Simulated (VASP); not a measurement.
Calculation: r2SCAN meta-GGA, VASP's PBE PAW potentials (set 64) (plane waves; VASP).

The input files of a VASP run:

File POSCAR:
```
CsGeI3
1.0
  4.2240125347   2.4387352825   3.6694153380
 -4.2240125347   2.4387352825   3.6694153380
  0.0000000000  -4.8774695214   3.6694153138
I Cs Ge
3 1 1
Direct
  0.5052445765   0.9944596598   0.5052445765
  0.5052445765   0.5052445765   0.9944596598
  0.9944596598   0.5052445765   0.5052445765
  0.0107588975   0.0107588975   0.0107588975
  0.5463222895   0.5463222895   0.5463222896
```

### KPOINTS
```
Automatic mesh
0
Gamma
4 4 4
0 0 0
```

### INCAR
```
ALGO = Normal
EDIFF = 1E-6
EDIFFG = -0.02
ENCUT = 400
IBRION = 2
ISIF = 3
ISMEAR = 0
LASPH = .TRUE.
LCHARG = .FALSE.
LMAXMIX = 4
LMIXTAU = .TRUE.
LREAL = .FALSE.
LWAVE = .FALSE.
METAGGA = R2SCAN
NELM = 100
NSW = 60
PREC = Accurate
SIGMA = 0.05
SYSTEM = CsGeI3
```

POTCAR, in this order: I Cs_sv Ge_d (PBE.64 set). Program: vasp_std.

The resulting files:

File OSZICAR:
```
       N       E                     dE             d eps       ncg     rms          rms(c)
DAV:   1     0.237477521443E+03    0.23748E+03   -0.16527E+04   728   0.170E+03
DAV:   2    -0.723139745551E+02   -0.30979E+03   -0.30320E+03   802   0.371E+02
DAV:   3    -0.121918389680E+03   -0.49604E+02   -0.48008E+02   790   0.136E+02
DAV:   4    -0.124108453346E+03   -0.21901E+01   -0.21865E+01   840   0.340E+01
DAV:   5    -0.124168891437E+03   -0.60438E-01   -0.60418E-01  1028   0.562E+00    0.526E+00
DAV:   6    -0.120557093415E+03    0.36118E+01   -0.78602E-01   812   0.858E+00    0.453E+00
DAV:   7    -0.115347936233E+03    0.52092E+01   -0.18273E+00   792   0.700E+00    0.119E+00
DAV:   8    -0.116520598969E+03   -0.11727E+01   -0.44296E-01   780   0.396E+00    0.450E-01
DAV:   9    -0.117184661232E+03   -0.66406E+00   -0.34494E-01   688   0.386E+00    0.485E-01
DAV:  10    -0.116956063667E+03    0.22860E+00   -0.23917E-01   684   0.434E+00    0.415E-01
DAV:  11    -0.116957849098E+03   -0.17854E-02   -0.24174E-01   684   0.376E+00    0.256E-01
DAV:  12    -0.117151235380E+03   -0.19339E+00   -0.44631E-02   692   0.181E+00    0.164E-01
DAV:  13    -0.117186731163E+03   -0.35496E-01   -0.86442E-03   762   0.803E-01    0.139E-01
DAV:  14    -0.117187001354E+03   -0.27019E-03   -0.77917E-04   830   0.246E-01    0.105E-01
DAV:  15    -0.117201834135E+03   -0.14833E-01   -0.46082E-03   690   0.562E-01    0.391E-02
DAV:  16    -0.117203128913E+03   -0.12948E-02   -0.11777E-03   696   0.312E-01    0.247E-02
DAV:  17    -0.117203270741E+03   -0.14183E-03   -0.38352E-05   924   0.495E-02    0.248E-02
DAV:  18    -0.117203257267E+03    0.13473E-04   -0.58637E-07   590   0.658E-03    0.240E-02
DAV:  19    -0.117203431663E+03   -0.17440E-03   -0.33107E-05   732   0.464E-02    0.938E-03
DAV:  20    -0.117203617976E+03   -0.18631E-03   -0.72357E-05   696   0.723E-02    0.698E-03
DAV:  21    -0.117203618349E+03   -0.37326E-06   -0.15336E-06   578   0.107E-02
   1 F= -.11720362E+03 E0= -.11720362E+03  d E =-.117204E+03
       N       E                     dE             d eps       ncg     rms          rms(c)
DAV:   1    -0.117204525382E+03   -0.90741E-03   -0.29286E-02   720   0.129E+00    0.158E-01
DAV:   2    -0.117204082229E+03    0.44315E-03   -0.15784E-03   826   0.405E-01    0.831E-02
DAV:   3    -0.117203860903E+03    0.22133E-03   -0.48517E-04   980   0.179E-01    0.274E-02
DAV:   4    -0.117203870746E+03   -0.98438E-05   -0.68762E-05   758   0.633E-02    0.182E-02
DAV:   5    -0.117203852727E+03    0.18019E-04   -0.52696E-05   690   0.572E-02    0.910E-03
DAV:   6    -0.117203879118E+03   -0.26391E-04   -0.31665E-05   688   0.433E-02    0.192E-03
DAV:   7    -0.117203881293E+03   -0.21754E-05   -0.25624E-06   660   0.122E-02    0.143E-03
DAV:   8    -0.117203881242E+03    0.51004E-07   -0.37715E-07   464   0.493E-03
   2 F= -.11720388E+03 E0= -.11720388E+03  d E =-.262893E-03
       N       E                     dE             d eps       ncg     rms          rms(c)
DAV:   1    -0.117208147740E+03   -0.42664E-02   -0.17473E-01   730   0.315E+00    0.388E-01
DAV:   2    -0.117205487177E+03    0.26606E-02   -0.93123E-03   816   0.962E-01    0.203E-01
DAV:   3    -0.117204153633E+03    0.13335E-02   -0.29207E-03   970   0.446E-01    0.686E-02
DAV:   4    -0.117204210860E+03   -0.57227E-04   -0.44752E-04   706   0.166E-01    0.450E-02
DAV:   5    -0.117204101587E+03    0.10927E-03   -0.31809E-04   690   0.141E-01    0.234E-02
DAV:   6    -0.117204246278E+03   -0.14469E-03   -0.18771E-04   686   0.104E-01    0.496E-03
DAV:   7    -0.117204258625E+03   -0.12347E-04   -0.16315E-05   792   0.308E-02    0.366E-03
DAV:   8    -0.117204259264E+03   -0.63901E-06   -0.19097E-06   666   0.113E-02
   3 F= -.11720426E+03 E0= -.11720426E+03  d E =-.640914E-03
```

**OUTCAR**
```
------------------------ aborting loop because EDIFF is reached ----------------------------------------
  FORCE on cell =-STRESS in cart. coord.  units (eV):
  Direction    XX          YY          ZZ          XY          YZ          ZX
  --------------------------------------------------------------------------------------
  Total        0.0357312      0.0357312     -0.0242164      0.0000000     -0.0000000      0.0000000
  in kB        0.2537306      0.2537306     -0.1719633      0.0000000     -0.0000000      0.0000000
  external PRESSURE =       0.1118326 kB  Pullay stress =       0.0000000 kB
  volume of cell :      225.62
      direct lattice vectors                 reciprocal lattice vectors
     4.222756799  2.438010282  3.652601284     0.118406061  0.068361767  0.091259156
    -4.222756799  2.438010282  3.652601284    -0.118406061  0.068361767  0.091259156
     0.000000000 -4.876019525  3.652601264     0.000000000 -0.136723534  0.091259175
 POSITION                                       TOTAL-FORCE (eV/Angst)
 -----------------------------------------------------------------------------------
     -2.06972      1.19496      7.32427        -0.012542      0.007241      0.003128
      0.00000     -2.38991      7.32427         0.000000     -0.014482      0.003128
      2.06972      1.19496      7.32427         0.012542      0.007241      0.003128
      0.00000      0.00000      0.11821         0.000000     -0.000000     -0.000768
      0.00000      0.00000      5.98320         0.000000     -0.000000     -0.008617
 -----------------------------------------------------------------------------------
    total drift:                               -0.000000      0.000010      0.006507
  FREE ENERGIE OF THE ION-ELECTRON SYSTEM (eV)
  ---------------------------------------------------
  free  energy   TOTEN  =      -117.2042592636 eV

  energy  without entropy=     -117.2042592636  energy(sigma->0) =     -117.20425926

 reached required accuracy - stopping structural energy minimisation
```
(Selected blocks of OUTCAR.)

CONTCAR:
```
CsGeI3
   1.00000000000000
     4.2227567994912834    2.4380102815949041    3.6526012844869449
    -4.2227567994912834    2.4380102815949041    3.6526012844869449
     0.0000000000000000   -4.8760195246928788    3.6526012635832008
  I               Cs              Ge
     3     1     1
Direct
     0.5050281472613237    0.9951640077783461    0.5050281472613188
     0.5050281472612633    0.5050281472612633    0.9951640077782918
     0.9951640077783461    0.5050281472613237    0.5050281472613188
     0.0107880172413476    0.0107880172413476    0.0107880172413472
     0.5460216802577087    0.5460216802577087    0.5460216803577146
```

File OUTCAR:
```
 val. band max:        1.8976369280   @ k =   0.5000   0.5000   0.5000

 cond. band min:       3.1238696727   @ k =   0.5000   0.5000   0.5000


 Fermi energy:         2.1992020793

 k-point     1 :       0.0000    0.0000    0.0000
  band No.  band energies     occupation
      1     -23.5660      2.00000
      2     -23.5660      2.00000
      3     -23.5451      2.00000
      4     -23.5451      2.00000
      5     -23.5356      2.00000
      6     -20.3505      2.00000
      7     -11.5226      2.00000
      8     -10.5689      2.00000
      9     -10.5689      2.00000
     10      -6.7914      2.00000
     11      -6.7887      2.00000
     12      -6.7887      2.00000
     13      -5.3657      2.00000
     14      -2.3720      2.00000
     15      -2.3720      2.00000
     16      -1.8712      2.00000
     17      -0.0658      2.00000
     18      -0.0658      2.00000
     19       0.1612      2.00000
     20       0.2666      2.00000
     21       0.2677      2.00000
     22       0.2677      2.00000
     23       5.3030      0.00000
     24       5.5371      0.00000
     25       5.9081      0.00000
     26       5.9081      0.00000

 k-point     2 :       0.2500   -0.0000   -0.0000
  band No.  band energies     occupation
      1     -23.5660      2.00000
      2     -23.5660      2.00000
      3     -23.5451      2.00000
      4     -23.5451      2.00000
      5     -23.5357      2.00000
      6     -20.3502      2.00000
      7     -11.4421      2.00000
      8     -10.6666      2.00000
      9     -10.5670      2.00000
     10      -6.7873      2.00000
     11      -6.7835      2.00000
     12      -6.7742      2.00000
     13      -5.5973      2.00000
     14      -2.3270      2.00000
     15      -2.3118      2.00000
     16      -1.2404      2.00000
     17      -0.1765      2.00000
     18      -0.1341      2.00000
     19       0.0266      2.00000
     20       0.0333      2.00000
     21       0.2035      2.00000
     22       0.3250      2.00000
...
```

Unless said otherwise, spin-orbit coupling is left out, though it shifts the bands of the heavy elements here.

The structure comes from a measured CsGeI3 entry (R3m) of the Crystallography Open Database, whose conditions weren't checked. This run relaxes it. Symmetry was kept, so distortions that lower it aren't found. The start is the result of an earlier pass.
